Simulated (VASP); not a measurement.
Here is the system:

```xyz
2
Lattice="0.0000 2.8714 2.8714 2.8714 0.0000 2.8714 2.8714 2.8714 0.0000" Properties=species:S:1:pos:R:3 pbc="T T T"
Ag     2.8714     2.8714     5.7427
Br     2.8714     2.8714     2.8714
```

Level of theory: PBE GGA with D3 dispersion (zero damping), VASP's PBE PAW potentials (set 64) (plane waves; VASP 6.6.1). Numerical set-up: 520 eV cut-off, Gaussian smearing of 0.050 eV, potentials Ag Br.

What does the run give for the band gap (along the path) with the smallest direct gap where there is one?

```
Quantity                               Result
------------------------------------  -------
band gap (along the path)             0.67 eV
smallest direct gap (along the path)  2.60 eV
```

Total energies compare only between runs with the same potentials, cut-off and functional.

The compound is AgBr in the rock salt structure. It was relaxed first.
